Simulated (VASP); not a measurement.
All values below come from r2SCAN meta-GGA, VASP's PBE PAW potentials (set 64) (plane waves; VASP 6.6.1).

Input for VASP

### INCAR
```
! general
SYSTEM  = Ba
PREC    = Accurate
ENCUT   = 400   ! plane-wave cut-off (eV)
LREAL   = F
LASPH   = T   ! aspherical one-centre terms

! electronic loop
EDIFF   = 1E-6   ! SCF stop (eV)
NELM    = 100
ALGO    = Normal   ! blocked Davidson
LMAXMIX = 4   ! l cut-off of mixed one-centre charges
LMIXTAU = T

! smearing
ISMEAR  = 1   ! Methfessel-Paxton
SIGMA   = 0.1   ! width (eV)

! functional
METAGGA = R2SCAN

! ions
IBRION  = 2   ! conjugate gradients
NSW     = 60   ! most ionic steps
ISIF    = 3   ! ions, shape and volume
EDIFFG  = -0.01   ! ionic stop

! output
LWAVE   = F
LCHARG  = F
```

POSCAR:
```
Ba
1
    0.0000000000     3.2222907715     3.2222907715
    3.2222907715     0.0000000000     3.2222907715
    3.2222907715     3.2222907715     0.0000000000
Ba
1
Direct
  0.0000000000   0.0000000000   0.0000000000
```

### KPOINTS
```
Automatic mesh
0
Gamma
9 9 9
0 0 0
```

POTCAR, in this order: Ba_sv (PBE.64 set). Program: vasp_std.

The run wrote:

### OSZICAR
```
       N       E                     dE             d eps       ncg     rms          rms(c)
DAV:   1     0.252484401349E+02    0.25248E+02   -0.38434E+03   630   0.760E+02
DAV:   2    -0.269297944484E+02   -0.52178E+02   -0.51421E+02   736   0.148E+02
DAV:   3    -0.291625067143E+02   -0.22327E+01   -0.22223E+01   787   0.343E+01
DAV:   4    -0.292239233047E+02   -0.61417E-01   -0.61267E-01  1025   0.535E+00
DAV:   5    -0.292251489752E+02   -0.12257E-02   -0.12255E-02   901   0.431E-01    0.144E+00
DAV:   6    -0.258589526300E+02    0.33662E+01   -0.99586E-01   940   0.718E+00    0.132E+00
DAV:   7    -0.261401527177E+02   -0.28120E+00   -0.10062E-01   670   0.340E+00    0.146E+00
DAV:   8    -0.262615062292E+02   -0.12135E+00   -0.95956E-02   690   0.402E+00    0.664E-01
DAV:   9    -0.260777591052E+02    0.18375E+00   -0.24852E-02   677   0.185E+00    0.275E-01
DAV:  10    -0.261511763891E+02   -0.73417E-01   -0.14394E-01   650   0.271E+00    0.307E-01
DAV:  11    -0.261648716249E+02   -0.13695E-01   -0.27243E-02   649   0.122E+00    0.364E-01
DAV:  12    -0.261660330576E+02   -0.11614E-02   -0.46945E-04   970   0.144E-01    0.364E-01
DAV:  13    -0.261528754735E+02    0.13158E-01   -0.15376E-03   651   0.354E-01    0.405E-01
DAV:  14    -0.263707044660E+02   -0.21783E+00   -0.20152E-01   688   0.393E+00    0.215E-01
DAV:  15    -0.263576104961E+02    0.13094E-01   -0.41981E-03   699   0.536E-01    0.221E-01
DAV:  16    -0.263568993648E+02    0.71113E-03   -0.10147E-04  1009   0.556E-02    0.221E-01
DAV:  17    -0.263412828672E+02    0.15616E-01   -0.25393E-03   716   0.435E-01    0.238E-01
DAV:  18    -0.263324734365E+02    0.88094E-02   -0.92834E-04   712   0.269E-01    0.264E-01
DAV:  19    -0.263715959350E+02   -0.39122E-01   -0.22350E-02   659   0.141E+00    0.155E-01
DAV:  20    -0.263752700692E+02   -0.36741E-02   -0.21103E-03   723   0.449E-01    0.104E-01
DAV:  21    -0.263882251563E+02   -0.12955E-01   -0.64496E-03   715   0.687E-01    0.720E-02
DAV:  22    -0.263927399244E+02   -0.45148E-02   -0.32479E-03   779   0.486E-01    0.809E-02
DAV:  23    -0.263934958875E+02   -0.75596E-03   -0.35565E-04   656   0.179E-01    0.797E-02
DAV:  24    -0.263945396212E+02   -0.10437E-02   -0.83979E-04   632   0.278E-01    0.725E-02
DAV:  25    -0.263949774778E+02   -0.43786E-03   -0.32830E-04   773   0.178E-01    0.560E-02
DAV:  26    -0.263951054304E+02   -0.12795E-03   -0.35120E-04   634   0.179E-01    0.412E-02
DAV:  27    -0.263952273537E+02   -0.12192E-03   -0.15681E-04   634   0.136E-01    0.378E-02
DAV:  28    -0.263951710140E+02    0.56340E-04   -0.31310E-05   680   0.570E-02    0.282E-02
DAV:  29    -0.263952393756E+02   -0.68362E-04   -0.60433E-05   653   0.795E-02    0.257E-02
DAV:  30    -0.263952153344E+02    0.24041E-04   -0.85419E-06   712   0.316E-02    0.182E-02
DAV:  31    -0.263952164500E+02   -0.11156E-05   -0.41988E-06   706   0.187E-02    0.150E-02
DAV:  32    -0.263952084292E+02    0.80209E-05   -0.19413E-06   671   0.178E-02    0.938E-03
DAV:  33    -0.263952163974E+02   -0.79682E-05   -0.29884E-06   711   0.182E-02    0.573E-03
DAV:  34    -0.263951985946E+02    0.17803E-04   -0.53423E-06   652   0.262E-02    0.355E-03
DAV:  35    -0.263952095991E+02   -0.11004E-04   -0.19219E-06   673   0.134E-02    0.177E-03
DAV:  36    -0.263952025996E+02    0.69994E-05   -0.46144E-07   358   0.724E-03    0.128E-03
DAV:  37    -0.263952064170E+02   -0.38174E-05   -0.12080E-07   321   0.362E-03    0.553E-04
DAV:  38    -0.263952058249E+02    0.59217E-06   -0.65580E-08   321   0.308E-03
   1 F= -.26395206E+02 E0= -.26394401E+02  d E =-.263952E+02
```

File OUTCAR:
```
------------------------ aborting loop because EDIFF is reached ----------------------------------------
  FORCE on cell =-STRESS in cart. coord.  units (eV):
  Direction    XX          YY          ZZ          XY          YZ          ZX
  --------------------------------------------------------------------------------------
  Total       -0.0054307     -0.0054307     -0.0054307     -0.0000000      0.0000000     -0.0000000
  in kB       -0.1300304     -0.1300304     -0.1300304     -0.0000000      0.0000000     -0.0000000
  external PRESSURE =      -0.1300304 kB  Pullay stress =       0.0000000 kB
  volume of cell :       66.92
      direct lattice vectors                 reciprocal lattice vectors
     0.000000000  3.222290771  3.222290771    -0.155169113  0.155169113  0.155169113
     3.222290771  0.000000000  3.222290771     0.155169113 -0.155169113  0.155169113
     3.222290771  3.222290771  0.000000000     0.155169113  0.155169113 -0.155169113
 POSITION                                       TOTAL-FORCE (eV/Angst)
 -----------------------------------------------------------------------------------
      0.00000      0.00000      0.00000         0.000000      0.000000      0.000000
 -----------------------------------------------------------------------------------
    total drift:                               -0.000000     -0.000000      0.000000
  FREE ENERGIE OF THE ION-ELECTRON SYSTEM (eV)
  ---------------------------------------------------
  free  energy   TOTEN  =       -26.3952058249 eV

  energy  without entropy=      -26.3927917536  energy(sigma->0) =      -26.39440113

 reached required accuracy - stopping structural energy minimisation
```
(Selected blocks of OUTCAR.)

OUTCAR:
```
 val. band max:        1.6701731910   @ k =  -0.3333   0.3333   0.1111

 cond. band min:       1.6896148827   @ k =  -0.3333   0.3333   0.0000


 Fermi energy:         1.6725802918

 k-point     1 :       0.0000    0.0000    0.0000
  band No.  band energies     occupation
      1     -28.4851      2.00000
      2     -13.0485      2.00000
      3     -13.0485      2.00000
      4     -13.0485      2.00000
      5      -1.3253      2.00000
      6       3.5441     -0.00000
      7       3.5441     -0.00000
      8       3.5441     -0.00000
      9       5.0588      0.00000

 k-point     2 :       0.1111    0.0000    0.0000
  band No.  band energies     occupation
      1     -28.4812      2.00000
      2     -13.0971      2.00000
      3     -13.0544      2.00000
      4     -13.0544      2.00000
      5      -1.1129      2.00000
      6       3.2632     -0.00000
      7       3.6386     -0.00000
      8       3.6386     -0.00000
      9       4.9249      0.00000

 k-point     3 :       0.2222    0.0000    0.0000
  band No.  band energies     occupation
      1     -28.4713      2.00000
      2     -13.2170      2.00000
      3     -13.0694      2.00000
      4     -13.0694      2.00000
      5      -0.5428      2.00000
      6       2.7550     -0.00000
      7       3.7179      0.00000
      8       3.7179      0.00000
      9       4.9054      0.00000

 k-point     4 :       0.3333    0.0000    0.0000
  band No.  band energies     occupation
      1     -28.4600      2.00000
      2     -13.3481      2.00000
      3     -13.0863      2.00000
      4     -13.0863      2.00000
      5       0.1617      2.00000
      6       2.4156     -0.00000
      7       3.5370     -0.00000
      8       3.5370     -0.00000
      9       5.4287      0.00000

 k-point     5 :       0.4444    0.0000    0.0000
  band No.  band energies     occupation
      1     -28.4526      2.00000
      2     -13.4310      2.00000
      3     -13.0973      2.00000
...
```

Unless said otherwise, spin-orbit coupling is left out, though it shifts the bands of the heavy elements here.

The structure was generated: Ba was put into the fcc type (Fm-3m), which need not be its known phase. It was relaxed first, which changed the volume by +6 %. The start is the result of an earlier pass.
